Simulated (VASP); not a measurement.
The input files of a VASP run:

File POSCAR:
```
GdN
1
    0.0000000000     2.4900038554     2.4900413099
    2.4899510452     0.0000000000     2.4899703776
    2.4900482908     2.4899937000     0.0000000000
Gd N
1 1
Direct
  0.0000000000   0.0000000000   0.0000000000
  0.5000000000   0.5000000000   0.5000000000
```

### INCAR
```
SYSTEM = GdN
PREC = Accurate
ENCUT = 520
EDIFF = 1E-6
NELM = 100
ALGO = Normal
LREAL = .FALSE.
LASPH = .TRUE.
ISMEAR = 0
SIGMA = 0.05
GGA = PE
LMAXMIX = 6
LWAVE = .FALSE.
LCHARG = .FALSE.
ISIF = 2
```

File KPOINTS:
```
Automatic mesh
0
Gamma
7 7 7
0 0 0
```

POTCAR, in this order: Gd_3 N (PBE.64 set). Program: vasp_std.

Output of the run:

standard output:
```
 POSCAR found type information on POSCAR GdN
 POSCAR found :  2 types and       2 ions
 Reading from existing POTCAR
 Reading from existing POTCAR

 -----------------------------------------------------------------------------
|                                                                             |
|           W    W    AA    RRRRR   N    N  II  N    N   GGGG   !!!           |
|           W    W   A  A   R    R  NN   N  II  NN   N  G    G  !!!           |
|           W    W  A    A  R    R  N N  N  II  N N  N  G       !!!           |
|           W WW W  AAAAAA  RRRRR   N  N N  II  N  N N  G  GGG   !            |
|           WW  WW  A    A  R   R   N   NN  II  N   NN  G    G                |
|           W    W  A    A  R    R  N    N  II  N    N   GGGG   !!!           |
|                                                                             |
|     Inconsistent Bravais lattice types found for crystalline and            |
|     reciprocal lattice:                                                     |
|                                                                             |
|        Crystalline: rhombohedral (trigonal)                                 |
|        Reciprocal : base-centered monoclinic                                |
|                    (instead of rhombohedral (trigonal))                     |
|                                                                             |
|     In most cases this is due to inaccuracies in the specification of       |
|     the crytalline lattice vectors.                                         |
|                                                                             |
|     Suggested SOLUTIONS:                                                    |
|      ) Refine the lattice parameters of your structure,                     |
|      ) and/or try changing SYMPREC.                                         |
|                                                                             |
 -----------------------------------------------------------------------------

 LDA part: xc-table for (Slater+PW92), standard interpolation

 -----------------------------------------------------------------------------
|                                                                             |
|     EEEEEEE  RRRRRR   RRRRRR   OOOOOOO  RRRRRR      ###     ###     ###     |
|     E        R     R  R     R  O     O  R     R     ###     ###     ###     |
|     E        R     R  R     R  O     O  R     R     ###     ###     ###     |
|     EEEEE    RRRRRR   RRRRRR   O     O  RRRRRR       #       #       #      |
|     E        R   R    R   R    O     O  R   R                               |
|     E        R    R   R    R   O     O  R    R      ###     ###     ###     |
|     EEEEEEE  R     R  R     R  OOOOOOO  R     R     ###     ###     ###     |
|                                                                             |
|     IBZKPT: not all point group operations associated with the symmetry     |
|     operators of the crystalline lattice are members of the point group     |
|     of the reciprocal lattice.                                              |
|                                                                             |
|       ---->  I REFUSE TO CONTINUE WITH THIS SICK JOB ... BYE!!! <----       |
|                                                                             |
 -----------------------------------------------------------------------------
```

### Question
Read input and log: which fault does this run have?
(A) IBRION is misspelt, so VASP ignores the line and takes its default
(B) NSW is too small for the relaxation to finish
(C) the lattice vectors carry noise near SYMPREC
(D) POTIM is too large for the ionic optimiser

### Answer
C, the lattice vectors carry noise near SYMPREC. VASP stops with an error: IBZKPT: not all point group operations associated with the symmetry operators of the crystalline lattice are members of the point group of the reciprocal lattice. ----> I REFUSE TO CONTINUE WITH THIS SICK JOB ... BYE!!! <----

To mend it, correct POSCAR.
POSCAR:
```
GdN
1
    0.0000000000     2.4900000000     2.4900000000
    2.4900000000     0.0000000000     2.4900000000
    2.4900000000     2.4900000000     0.0000000000
Gd N
1 1
Direct
  0.0000000000   0.0000000000   0.0000000000
  0.5000000000   0.5000000000   0.5000000000
```
The mended run (PBE GGA, plane waves, VASP's PBE PAW potentials (set 64)) converges, and its OSZICAR ends with
```
   1 F= -.16159022E+02 E0= -.16158817E+02  d E =-.410122E-03
```

The compound is GdN in the rock salt structure. The cell was not relaxed at this level. The 4f electrons are frozen in the core of the lanthanide potential, so 4f levels, which can set the real gap, and their magnetism are missing.
